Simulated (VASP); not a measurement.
Consider the following.

```xyz
6
Lattice="3.7008 0.0000 0.0000 0.0000 3.7008 0.0000 0.0000 0.0000 6.7027" Properties=species:S:1:pos:R:3 pbc="T T T"
Y      3.7008     1.8504     1.5146
Y      1.8504     3.7008     5.1881
S      3.7008     1.8504     4.3100
S      1.8504     0.0000     2.3927
F      0.0000     3.7008     0.0000
F      1.8504     1.8504     0.0000
```

All values below come from LDA (Ceperley-Alder, Perdew-Zunger), VASP's LDA PAW potentials (set 64) (plane waves; VASP). Numerical set-up: 520 eV cut-off, 7×7×4 Γ-centred mesh, tetrahedra with Blöchl corrections, potentials Y_sv S F.

The cores are frozen, which limits the accuracy of field gradients.

Question: Give the principal components of the electric field gradient (V/Å²) and the asymmetry η at each nucleus.

Answer: 
| atom | Vxx | Vyy | Vzz | η |
|---|---|---|---|---|
| Y1 | -10.2 | -10.2 | 20.5 | 0.00 |
| Y2 | -10.2 | -10.2 | 20.5 | 0.00 |
| S3 | 13.2 | 13.2 | -26.5 | 0.00 |
| S4 | 13.2 | 13.2 | -26.5 | 0.00 |
| F5 | -8.8 | -8.8 | 17.6 | 0.00 |
| F6 | -8.8 | -8.8 | 17.6 | 0.00 |

The structure comes from a computed database's YSF entry (P4/nmm); how it stands against other phases isn't given here. It was relaxed first, which changed the volume by -6 %.
